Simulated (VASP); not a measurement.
Energy against volume of LiH (rock salt). Method: MS2 meta-GGA, VASP's PBE PAW potentials (set 64) (plane waves; VASP). Numerical set-up: 520 eV cut-off, 11×11×11 Γ-centred mesh, Gaussian smearing of 0.050 eV, potentials Li_sv H.

```tsv
V (Å³/atom)	E (eV/atom)
7.416	-3.69884
7.646	-3.70033
7.875	-3.70006
8.104	-3.69807
```

Question: Fit these four points and predict the energy of the run at 7.187 Å³/atom.

Answer: A cubic in V^(−2/3), the third-order Birch-Murnaghan form, passes through the four points with V0 = 7.72 Å³/atom and B0 = 41 GPa, and gives -3.6956 eV/atom there. The run gave -3.6952 eV/atom, +0.4 meV/atom from the fit; all five points give B0 = 42 GPa.

The compound is LiH in the rock salt structure. It was relaxed first, which changed the volume by -9 %.
